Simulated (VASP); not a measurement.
Input:

```yaml
crystal:
  lattice:
    - [0.00000, 2.04934, 2.04934]
    - [2.04934, 0.00000, 2.04934]
    - [2.04934, 2.04934, 0.00000]
  atoms:
    - { symbol: Au, position: [0.00000, 0.00000, 0.00000] }
```

Method: revPBE GGA, VASP's PBE PAW potentials (set 64) (plane waves; VASP). Numerical set-up: 520 eV cut-off, 15×15×15 Γ-centred mesh, first-order Methfessel-Paxton smearing of 0.10 eV, potentials Au.

Problem. The job: Au (fcc), 1 atom, revPBE, static run, 520 eV, 15×15×15 Γ-centred mesh. Roughly how much core time does it take on a busy server core?

Solution. About 9 core-seconds (one run on a shared machine, a rough figure). It had 120 irreducible k-points, 9 bands, up to 483 plane waves and 12 electronic steps.

The compound is Au in the fcc structure. This cell is one point of a volume scan, at 0.94 of the reference volume.
